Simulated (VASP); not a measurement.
Consider the following.

```
CoSi2
1.0
    0.00000     2.65957     2.65957
    2.65957     0.00000     2.65957
    2.65957     2.65957     0.00000
Co Si
1 2
Direct
  0.00000   0.00000   0.00000
  0.25000   0.25000   0.25000
  0.75000   0.75000   0.75000
```

The numbers are results of TPSS meta-GGA, VASP's PBE PAW potentials (set 64) (plane waves; VASP), not measurements. Settings: 520 eV cut-off, 11×11×11 Γ-centred mesh, tetrahedra with Blöchl corrections, potentials Co Si.

Give the energies of bands 2 to 11 at the high-symmetry points, in eV from the Fermi level.

```tsv
band	Γ	X	U	L	W
2	-4.14	-7.35	-8.13	-9.38	-8.16
3	-4.14	-6.46	-6.74	-3.67	-6.17
4	-4.14	-3.71	-3.91	-3.67	-6.13
5	-2.01	-3.71	-3.49	-2.17	-2.32
6	-2.01	-2.00	-2.25	-1.69	-2.32
7	1.15	-1.97	-1.77	-1.69	-1.97
8	3.44	-1.97	-1.27	-0.44	-1.52
9	3.44	-1.40	-1.01	-0.44	-0.71
10	3.45	1.74	2.07	2.76	3.79
11	3.56	2.84	4.97	3.50	3.79
```

It has no gap at this level: it comes out as a metal or semimetal.

The compound is CoSi2 in the fluorite structure. It was relaxed first. The run is not spin-polarised, so no magnetic state was tried. The electron count is odd and the run is not spin-polarised, which forces a metal.
